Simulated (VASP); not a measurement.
Method: PBEsol GGA, VASP's PBE PAW potentials (set 64) (plane waves; VASP 6.6.1).

VASP input:

KPOINTS:
```
kpoints
0
Gamma
 8 8 2
```

File POSCAR:
```
WS2
1.0
  1.5539539730  -2.6915272014   0.0000000000
  1.5539539730   2.6915272014   0.0000000000
  0.0000000000   0.0000000000  11.7026943420
W S
2 4
Cartesian
  1.5539539730   0.8971775282   2.9256735855
  1.5539539730  -0.8971775282   8.7770207565
  1.5539539730   0.8971775282  10.3511097911
  1.5539539730  -0.8971775282   4.4997626201
  1.5539539730  -0.8971775282   1.3515845509
  1.5539539730   0.8971775282   7.2029317219
```

### INCAR
```
LCHARG = F
PREC = Accurate
EDIFF = 1E-6
LREAL = F
NSW = 40
ENCUT = 500
EDIFFG = -0.02
PSTRESS = 50
SYSTEM = WS2
ALGO = Normal   # blocked Davidson
ISMEAR = 0
LMAXMIX = 6
GGA = PS
ISIF = 3   # ions, shape and volume
NELM = 100   # most electronic steps
LASPH = T
IBRION = 2   # conjugate gradients
LWAVE = F
SIGMA = 0.05
```

POTCAR, in this order: W_sv S (PBE.64 set). Program: vasp_std.

Output of the run:

**OSZICAR**
```
       N       E                     dE             d eps       ncg     rms          rms(c)
DAV:   1     0.518263342560E+03    0.51826E+03   -0.28540E+04  1376   0.166E+03
DAV:   2    -0.174175216666E+02   -0.53568E+03   -0.52416E+03  1455   0.454E+02
DAV:   3    -0.519905701393E+02   -0.34573E+02   -0.33787E+02  1536   0.103E+02
DAV:   4    -0.528373066257E+02   -0.84674E+00   -0.84258E+00  1522   0.170E+01
DAV:   5    -0.528606932923E+02   -0.23387E-01   -0.23375E-01  1524   0.272E+00    0.417E+01
DAV:   6    -0.507717572932E+02    0.20889E+01   -0.10785E+01  1473   0.198E+01    0.182E+01
DAV:   7    -0.505433436632E+02    0.22841E+00   -0.35360E+00  1499   0.846E+00    0.622E+00
DAV:   8    -0.504173303207E+02    0.12601E+00   -0.65574E-01  1529   0.468E+00    0.226E+00
DAV:   9    -0.504189814285E+02   -0.16511E-02   -0.62102E-02  1611   0.125E+00    0.107E+00
DAV:  10    -0.504158017787E+02    0.31796E-02   -0.29176E-02  1544   0.107E+00    0.316E-01
DAV:  11    -0.504156207288E+02    0.18105E-03   -0.25164E-03  1534   0.303E-01    0.738E-02
DAV:  12    -0.504156083279E+02    0.12401E-04   -0.14822E-04  1548   0.794E-02    0.319E-02
DAV:  13    -0.504156173250E+02   -0.89971E-05   -0.23018E-05  1602   0.262E-02    0.163E-02
DAV:  14    -0.504156161184E+02    0.12067E-05   -0.39159E-06  1245   0.122E-02    0.126E-02
DAV:  15    -0.504156159862E+02    0.13218E-06   -0.13209E-06   984   0.758E-03
   1 F= -.47360609E+02 E0= -.47360609E+02  d E =-.473606E+02
```

### OUTCAR
```
------------------------ aborting loop because EDIFF is reached ----------------------------------------
  FORCE on cell =-STRESS in cart. coord.  units (eV):
  Direction    XX          YY          ZZ          XY          YZ          ZX
  --------------------------------------------------------------------------------------
  Total        3.1180616      3.1180615      3.1327598      0.0000000      0.0000000     -0.0000000
  in kB       51.0319885     51.0319872     51.2725473      0.0000000      0.0000000     -0.0000000
  external PRESSURE =       1.1121743 kB  Pullay stress =      50.0000000 kB
  volume of cell :       97.89
      direct lattice vectors                 reciprocal lattice vectors
     1.553953973 -2.691527201  0.000000000     0.321759852 -0.185768139  0.000000000
     1.553953973  2.691527201  0.000000000     0.321759852  0.185768139  0.000000000
     0.000000000  0.000000000 11.702694342     0.000000000  0.000000000  0.085450407
 POSITION                                       TOTAL-FORCE (eV/Angst)
 -----------------------------------------------------------------------------------
      1.55395      0.89718      2.92567        -0.000000      0.000000      0.000000
      1.55395     -0.89718      8.77702         0.000000      0.000000      0.000000
      1.55395      0.89718     10.35111        -0.000000      0.000000     -0.013340
      1.55395     -0.89718      4.49976         0.000000      0.000000     -0.013340
      1.55395     -0.89718      1.35158         0.000000     -0.000000      0.013340
      1.55395      0.89718      7.20293        -0.000000     -0.000000      0.013340
 -----------------------------------------------------------------------------------
    total drift:                                0.000000      0.001104     -0.000033
  FREE ENERGIE OF THE ION-ELECTRON SYSTEM (eV)
  ---------------------------------------------------
  free  energy   TOTEN  =       -50.4156159862 eV

  energy  without entropy=      -50.4156159862  energy(sigma->0) =      -50.41561599
  enthalpy is  TOTEN    =       -47.3606090257 eV   P V=        3.0550069605

 reached required accuracy - stopping structural energy minimisation
```
(Selected blocks of OUTCAR.)

File OUTCAR:
```
 val. band max:        8.6225192381   @ k =   0.0000   0.0000   0.0000

 cond. band min:       9.4306476050   @ k =   0.2500   0.1250   0.0000


 Fermi energy:         9.0663077460

 k-point     1 :       0.0000    0.0000    0.0000
  band No.  band energies     occupation
      1     -66.0284      2.00000
      2     -66.0284      2.00000
      3     -30.3412      2.00000
      4     -30.3411      2.00000
      5     -30.1045      2.00000
      6     -30.1045      2.00000
      7     -30.1045      2.00000
      8     -30.1045      2.00000
      9      -7.5100      2.00000
     10      -7.0547      2.00000
     11      -6.0199      2.00000
     12      -5.1824      2.00000
     13       0.2623      2.00000
     14       1.8925      2.00000
     15       4.1223      2.00000
     16       4.9782      2.00000
     17       4.9782      2.00000
     18       5.0063      2.00000
     19       5.0063      2.00000
     20       6.2466      2.00000
     21       6.2467      2.00000
     22       6.3585      2.00000
     23       6.3586      2.00000
     24       6.9875      2.00000
     25       7.3987      2.00000
     26       8.6225      2.00000
     27      10.8159      0.00000
     28      10.8207      0.00000
     29      10.8565      0.00000
     30      10.8638      0.00000
     31      10.8741      0.00000

 k-point     2 :       0.1250    0.0000    0.0000
  band No.  band energies     occupation
      1     -66.0249      2.00000
      2     -66.0249      2.00000
      3     -30.3293      2.00000
      4     -30.3292      2.00000
      5     -30.1695      2.00000
      6     -30.1695      2.00000
      7     -30.1195      2.00000
      8     -30.1194      2.00000
      9      -7.2288      2.00000
     10      -6.7731      2.00000
     11      -5.8852      2.00000
     12      -5.1006      2.00000
     13       0.5940      2.00000
     14       2.2183      2.00000
     15       3.7874      2.00000
     16       4.2886      2.00000
     17       4.3612      2.00000
...
```

Without a dispersion term in the relaxation, distances and binding between the weakly bound layers, chains or molecules are unreliable, and so is what depends on them. Unless said otherwise, spin-orbit coupling is left out, though it shifts the bands of the heavy elements here.

The compound is WS2 in the 2H layered structure. It was relaxed first under an external pressure of 5 GPa.
